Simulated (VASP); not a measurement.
Input:

```
Se
1.0
    2.21035    -3.82843     0.00000
    2.21035     3.82843     0.00000
    0.00000     0.00000     5.00742
Se
3
Direct
  0.00000   0.22500   0.66667
  0.77500   0.77500   0.00000
  0.22500   0.00000   0.33333
```

Computed with PBE GGA, VASP's PBE PAW potentials (set 64) (plane waves; VASP). Numerical set-up: 300 eV cut-off, 6×6×5 Γ-centred mesh, Fermi-Dirac smearing of 0.010 eV, potentials Se.

### Question
Predict the energy per atom (σ→0), largest force.

### Answer

```yaml
energy per atom (σ→0): -3.501 eV/atom
largest_force: 0.103 eV/Å
```

Total energies compare only between runs with the same potentials, cut-off and functional.

The structure is a typed Se crystal (P3_121). The cell was not relaxed at this level.
